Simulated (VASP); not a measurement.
The system is RbPd.

```
CELL_PARAMETERS angstrom
3.44592 0.00000 0.00000
-1.72296 2.98426 0.00000
0.00000 0.00000 5.31855
ATOMIC_POSITIONS crystal
Rb 0.00000 0.00000 0.50000
Pd 0.66667 0.33333 0.00000
```

The cell was built by a generator and needn't be a form met in nature.

```yaml
Program: VASP 6.6.1
Task: single point
Functional: PBE
Potentials_or_basis: VASP PAW PBE potentials, release 64 (Rb_sv, Pd)
Cutoff: 520 eV
k_mesh: 9 × 9 × 5
Occupations: fermi-dirac, width 0.05 eV
Spin: no spin polarisation
```

On this cell: pressure 0.2 GPa; largest force under 0.003 eV/Å; band gap on the k mesh none (metal or under the smearing width).

The same run follows on a disturbed copy (atoms moved at random, drawn with an rms of 0.05 Å):

```
Rb Pd
1.0
     3.44592    0.00000    0.00000
    -1.72296    2.98426    0.00000
     0.00000    0.00000    5.31855
Rb Pd
1 1
Direct
  0.99940 0.99572 0.49314
  0.65936 0.34166 0.00206
```

Q: What changes?

A: The energy (extrapolated to zero smearing) moves by +1.6 meV/atom; pressure 0.2 GPa; largest force 0.110 eV/Å; band gap on the k mesh none (metal or under the smearing width).

Forces in eV/Å, atoms in the order of the input:
```
Rb  -0.014  0.013  0.108
Pd   0.014 -0.013 -0.108
```

Stress tensor (GPa, compression positive):
```
-0.03  0.14 -0.01
 0.14  0.20  0.01
-0.01  0.01  0.42
```
